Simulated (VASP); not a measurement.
```
CELL_PARAMETERS angstrom
      2.34090    -4.05456     0.00000
      2.34090     4.05456     0.00000
      0.00000     0.00000     7.66020
ATOMIC_POSITIONS crystal
  Ag 0.66667 0.33333 0.50000
  Ag 0.33333 0.66667 0.00000
  I  0.66667 0.33333 0.87500
  I  0.33333 0.66667 0.37500
```

The base run (VASP): PBE GGA, plane waves, VASP's PBE PAW potentials (set 64). Numerical set-up: 400 eV cut-off, 5×5×3 Γ-centred mesh, Gaussian smearing of 0.050 eV, potentials Ag I.

One setting is varied; ΔE counts from the base run. The base run took about 40 core-seconds. The timings are rough (shared machines, no repeats); factors under 2 mean little.

| setting | cost over the base run | electronic steps | ΔE (meV/atom) |
|---|---|---|---|
| AMIX = 0.05, BMIX = 3.0, IMIX = 4 | within a factor of 2 | 17 | 0.0 |
| AMIX = 1.0, BMIX = 1.0, IMIX = 4 | within a factor of 2 | 15 | 0.0 |
| AMIX = 0.6, BMIX = 0.0001, IMIX = 1 | within a factor of 2 | 14 | 0.0 |
| AMIX = 0.2, BMIX = 0.0001, IMIX = 4 | within a factor of 2 | 15 | 0.0 |
| base run | reference | 15 | 0.0 |
| AMIX = 0.1, BMIX = 0.0001, IMIX = 1 | about 3 times | 51 | 0.0 |

Left out are runs that failed, have no time on record or changed the cell.

The compound is AgI in the wurtzite structure. The cell was not relaxed at this level.
